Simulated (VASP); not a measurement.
Take ZnSe (zinc blende), against free atoms with fixed spin and no zero-point term, in VASP with PAW potentials, and its cohesive energy.

**Question.** One run gives 3.39 eV/atom. Which level is it?
A) LDA
B) PBEsol
C) r2SCAN
D) PBE

**Answer.** A, LDA.  The others give 2.57 (PBE), 2.95 (PBEsol), 2.84 (r2SCAN).

Only levels that ran to the end are used. Left out are those held back, those with too coarse a band path, GW runs whose mesh misses a band edge, hybrids' fits of cells that aren't cubic and levels without matching references; a question may draw on a part of the rest.
